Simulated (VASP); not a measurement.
PtSe2, 9 atoms in the cell. The cell holds a slab with vacuum, 9 atoms: a = 3.748 Å, b = 3.748 Å, c = 30.655 Å, α = 90.00°, β = 90.00°, γ = 120.00°. 

- Program: VASP 6.6.1
- Task: phonons
- Functional: PBE
- Dispersion: D3(BJ)
- Potentials or basis: VASP PAW PBE potentials, release 64 (Se, Pt)
- Cutoff: 600 eV
- k mesh: 9 × 9 × 1
- Occupations: gaussian, width 0.03 eV
- Spin: no spin polarisation
- By perturbation theory: no
- Further INCAR settings: ALGO = Fast; EDIFF = 1e-08; IBRION = 6; POTIM = 0.015; NSW = 1

Potentials or basis: VASP PAW PBE potentials, release 64 (Se, Pt).

Run with:

```sh
$ cat potpaw_PBE.64/Se/POTCAR potpaw_PBE.64/Pt/POTCAR > POTCAR
$ cp INCAR.step1 INCAR
$ mpirun -np 4 vasp_std > vasp.out
$ cp CONTCAR POSCAR
$ cp INCAR.step2 INCAR
$ mpirun -np 4 vasp_std > vasp.out
```

Hardware: 4 MPI ranks on Intel(R) Xeon(R) Platinum 8488C (Sapphire Rapids), on a shared host.

Problem. How long does it take, and how much memory?

Solution. Run time: 46 min on 4 MPI ranks on Intel(R) Xeon(R) Platinum 8488C (Sapphire Rapids) (shared host), peak memory 1.1 GiB a rank. Counts: scf iterations 298, k points 12, ion steps 19.
